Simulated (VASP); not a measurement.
Level of theory: revPBE GGA, VASP's PBE PAW potentials (set 64) (plane waves; VASP).

Input for VASP

POSCAR:
```
Te
1
    2.3492716646    -4.0690575204     0.0000000000
    2.3492716646     4.0690575204     0.0000000000
    0.0000000000     0.0000000000     5.7776158592
Te
3
Direct
  0.0000000000   0.2474638328   0.6666670000
  0.7525361672   0.7525361672   0.0000000000
  0.2474638328   0.0000000000   0.3333330000
```

File KPOINTS:
```
Automatic mesh
0
Gamma
6 6 4
0 0 0
```

INCAR:
```
SYSTEM=Te
PREC=Accurate
LWAVE=F
NSW=30   # most ionic steps
ENCUT=520   # plane-wave cut-off (eV)
SIGMA=0.05
LREAL=F
ISMEAR=0   # Gaussian
EDIFF=1E-7   # SCF stop (eV)
EDIFFG=-0.01
IBRION=2
ALGO=Normal   # blocked Davidson
LMAXMIX=4   # l cut-off of mixed one-centre charges
ISIF=4   # ions and shape, fixed volume
GGA=RE   # revPBE
LCHARG=F
NELM=100   # most electronic steps
LASPH=T   # aspherical one-centre terms
```

POTCAR, in this order: Te (PBE.64 set). Program: vasp_std.

Output

**OSZICAR**
```
       N       E                     dE             d eps       ncg     rms          rms(c)
DAV:   1     0.827343558203E+02    0.82734E+02   -0.64961E+03   624   0.110E+03
DAV:   2    -0.272502127240E+01   -0.85459E+02   -0.81787E+02   814   0.153E+02
DAV:   3    -0.836031264025E+01   -0.56353E+01   -0.55930E+01   754   0.462E+01
DAV:   4    -0.847535222306E+01   -0.11504E+00   -0.11499E+00   837   0.787E+00
DAV:   5    -0.847664775941E+01   -0.12955E-02   -0.12955E-02   796   0.773E-01    0.116E+01
DAV:   6    -0.845955114561E+01    0.17097E-01   -0.25279E-02   689   0.108E+00    0.744E+00
DAV:   7    -0.845966305817E+01   -0.11191E-03   -0.57349E-02   659   0.170E+00    0.352E-01
DAV:   8    -0.845882001141E+01    0.84305E-03   -0.97995E-03   649   0.635E-01    0.193E-01
DAV:   9    -0.845891488065E+01   -0.94869E-04   -0.30806E-04   825   0.130E-01    0.102E-01
DAV:  10    -0.845907831014E+01   -0.16343E-03   -0.18758E-04   649   0.939E-02    0.149E-02
DAV:  11    -0.845908732817E+01   -0.90180E-05   -0.32077E-05   664   0.377E-02    0.146E-02
DAV:  12    -0.845908999715E+01   -0.26690E-05   -0.45288E-06   704   0.143E-02    0.962E-03
DAV:  13    -0.845909091329E+01   -0.91614E-06   -0.23728E-06   649   0.984E-03    0.916E-04
DAV:  14    -0.845909092747E+01   -0.14176E-07   -0.95542E-08   527   0.216E-03
   1 F= -.84590909E+01 E0= -.84590909E+01  d E =-.845909E+01
       N       E                     dE             d eps       ncg     rms          rms(c)
DAV:   1    -0.848825048483E+01   -0.29160E-01   -0.12935E+00   624   0.640E+00    0.114E+00
DAV:   2    -0.849245482208E+01   -0.42043E-02   -0.55242E-02   699   0.148E+00    0.220E-01
DAV:   3    -0.849193083182E+01    0.52399E-03   -0.11670E-03   709   0.255E-01    0.155E-01
DAV:   4    -0.849181253653E+01    0.11830E-03   -0.77346E-04   669   0.174E-01    0.681E-02
DAV:   5    -0.849182626054E+01   -0.13724E-04   -0.11080E-04   644   0.682E-02    0.317E-02
DAV:   6    -0.849182605187E+01    0.20867E-06   -0.63415E-06   742   0.196E-02    0.135E-02
DAV:   7    -0.849182641815E+01   -0.36628E-06   -0.15076E-06   654   0.795E-03    0.451E-03
DAV:   8    -0.849182624045E+01    0.17771E-06   -0.16103E-07   467   0.314E-03    0.896E-04
DAV:   9    -0.849182630616E+01   -0.65708E-07   -0.20781E-08   322   0.118E-03
   2 F= -.84918263E+01 E0= -.84918263E+01  d E =-.327354E-01
       N       E                     dE             d eps       ncg     rms          rms(c)
DAV:   1    -0.849268941384E+01   -0.86317E-03   -0.42217E+00   624   0.115E+01    0.184E+00
DAV:   2    -0.850713319492E+01   -0.14444E-01   -0.18165E-01   699   0.266E+00    0.392E-01
DAV:   3    -0.850564296059E+01    0.14902E-02   -0.35494E-03   704   0.451E-01    0.276E-01
DAV:   4    -0.850534229327E+01    0.30067E-03   -0.22564E-03   644   0.301E-01    0.112E-01
DAV:   5    -0.850539120536E+01   -0.48912E-04   -0.33938E-04   644   0.118E-01    0.516E-02
DAV:   6    -0.850539411833E+01   -0.29130E-05   -0.18085E-05   758   0.333E-02    0.246E-02
DAV:   7    -0.850539453901E+01   -0.42068E-06   -0.36013E-06   644   0.126E-02    0.811E-03
DAV:   8    -0.850539432683E+01    0.21218E-06   -0.48485E-07   669   0.520E-03    0.151E-03
DAV:   9    -0.850539442928E+01   -0.10244E-06   -0.31128E-08   367   0.132E-03    0.124E-03
DAV:  10    -0.850539442061E+01    0.86703E-08   -0.60045E-08   442   0.174E-03
   3 F= -.85053944E+01 E0= -.85053944E+01  d E =-.463035E-01
       N       E                     dE             d eps       ncg     rms          rms(c)
DAV:   1    -0.850616294985E+01   -0.76852E-03   -0.18805E-01   624   0.244E+00    0.388E-01
DAV:   2    -0.850685337626E+01   -0.69043E-03   -0.79704E-03   679   0.560E-01    0.822E-02
DAV:   3    -0.850680265567E+01    0.50721E-04   -0.14416E-04   734   0.920E-02    0.572E-02
DAV:   4    -0.850679799990E+01    0.46558E-05   -0.94028E-05   644   0.616E-02    0.226E-02
DAV:   5    -0.850680161121E+01   -0.36113E-05   -0.12875E-05   629   0.230E-02    0.101E-02
DAV:   6    -0.850680273174E+01   -0.11205E-05   -0.77733E-07   738   0.687E-03    0.457E-03
DAV:   7    -0.850680267394E+01    0.57799E-07   -0.14978E-07   442   0.263E-03
   4 F= -.85068027E+01 E0= -.85068027E+01  d E =-.477117E-01
       N       E                     dE             d eps       ncg     rms          rms(c)
DAV:   1    -0.850681307350E+01   -0.10342E-04   -0.38103E-03   624   0.347E-01    0.559E-02
DAV:   2    -0.850682797007E+01   -0.14897E-04   -0.16186E-04   684   0.799E-02    0.116E-02
DAV:   3    -0.850682756355E+01    0.40652E-06   -0.29984E-06   724   0.132E-02    0.809E-03
DAV:   4    -0.850682834275E+01   -0.77919E-06   -0.19526E-06   649   0.886E-03    0.326E-03
DAV:   5    -0.850682858576E+01   -0.24302E-06   -0.27149E-07   596   0.335E-03    0.145E-03
DAV:   6    -0.850682870857E+01   -0.12281E-06   -0.15232E-08   312   0.103E-03    0.637E-04
DAV:   7    -0.850682869175E+01    0.16816E-07   -0.28750E-09   312   0.450E-04
   5 F= -.85068287E+01 E0= -.85068287E+01  d E =-.477378E-01
       N       E                     dE             d eps       ncg     rms          rms(c)
DAV:   1    -0.850688184090E+01   -0.53132E-04   -0.16525E-03   629   0.220E-01    0.272E-02
DAV:   2    -0.850687529581E+01    0.65451E-05   -0.34397E-05   674   0.394E-02    0.118E-02
DAV:   3    -0.850687289901E+01    0.23968E-05   -0.56399E-06   704   0.153E-02    0.676E-03
DAV:   4    -0.850687306011E+01   -0.16111E-06   -0.16977E-06   669   0.803E-03    0.157E-03
DAV:   5    -0.850687310651E+01   -0.46396E-07   -0.76705E-08   332   0.190E-03
   6 F= -.85068731E+01 E0= -.85068731E+01  d E =-.444148E-04
```

OUTCAR:
```
------------------------ aborting loop because EDIFF is reached ----------------------------------------
  FORCE on cell =-STRESS in cart. coord.  units (eV):
  Direction    XX          YY          ZZ          XY          YZ          ZX
  --------------------------------------------------------------------------------------
  Total        0.2072570      0.2072570      0.2434737      0.0000000     -0.0000000      0.0000000
  in kB        3.0061742      3.0061736      3.5314820      0.0000000     -0.0000000      0.0000000
  external PRESSURE =       3.1812766 kB  Pullay stress =       0.0000000 kB
  volume of cell :      110.46
      direct lattice vectors                 reciprocal lattice vectors
     2.320956241 -4.020013729  0.000000000     0.215428448 -0.124377685  0.000000000
     2.320956241  4.020013729 -0.000000000     0.215428448  0.124377685 -0.000000000
     0.000000000  0.000000000  5.919448470     0.000000000  0.000000000  0.168934658
 POSITION                                       TOTAL-FORCE (eV/Angst)
 -----------------------------------------------------------------------------------
      2.92286     -2.97748      3.94630        -0.002810     -0.004866     -0.000000
      3.43810      0.00000      0.00000         0.005619      0.000000     -0.000000
      2.92286      2.97748      1.97315        -0.002810      0.004866      0.000000
 -----------------------------------------------------------------------------------
    total drift:                               -0.000167     -0.000403      0.000012
  FREE ENERGIE OF THE ION-ELECTRON SYSTEM (eV)
  ---------------------------------------------------
  free  energy   TOTEN  =        -8.5068731065 eV

  energy  without entropy=       -8.5068731064  energy(sigma->0) =       -8.50687311

 reached required accuracy - stopping structural energy minimisation
```
(Selected blocks of OUTCAR.)

### CONTCAR
```
Te
   1.00000000000000
     2.3209562405408142   -4.0200137285670641    0.0000000000000000
     2.3209562405408142    4.0200137285670641   -0.0000000000000000
     0.0000000000000000    0.0000000000000000    5.9194484700688950
  Te
     3
Direct
     0.9999999999941026    0.2593357922848779    0.6666669999999968
     0.7406642077210194    0.7406642077210194    0.0000000000000000
     0.2593357922848779    0.9999999999941026    0.3333330000000032
```

The compound is Te in the trig structure. This cell is one point of a volume scan, at 0.94 of the reference volume. Symmetry was kept, so distortions that lower it aren't found.
